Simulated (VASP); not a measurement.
The system is WAu.

```xyz
2
Lattice="0.0000 2.9092 2.9092 2.9092 0.0000 2.9092 2.9092 2.9092 0.0000" Properties=species:S:1:pos:R:3 pbc="T T T"
W     0.0000    0.0000    0.0000
Au    4.3638    4.3638    4.3638
```

The cell was built by a generator and needn't be a form met in nature.

Base run:

| Item | Value |
| --- | --- |
| Program | VASP 6.6.1 |
| Functional | r2SCAN |
| Potentials or basis | VASP PAW PBE potentials, release 64 (W_sv, Au) |
| Cutoff | 520 eV |
| k mesh | 8 × 8 × 8 |
| Occupations | tetrahedron |
| Spin | no spin polarisation |
| Hubbard terms | Au d U = 3 eV, W d U = 3 eV |

Its results: band gap on the k mesh none (metal or under the smearing width); pressure -1.4 GPa.

The run is repeated on the same cell with these changes: hubbard terms from Au d U = 3 eV, W d U = 3 eV to Au d U = 2 eV, W d U = 2 eV. What comes out?

Band gap on the k mesh none (metal or under the smearing width); pressure -2.1 GPa.

Caveats: the PAW data sets were made with another functional, which shifts forces and pressure a little; U without spin polarisation on a metal has little footing; the U is typed as a test and isn't derived for this compound.

Not every run made on this cell is shown here.
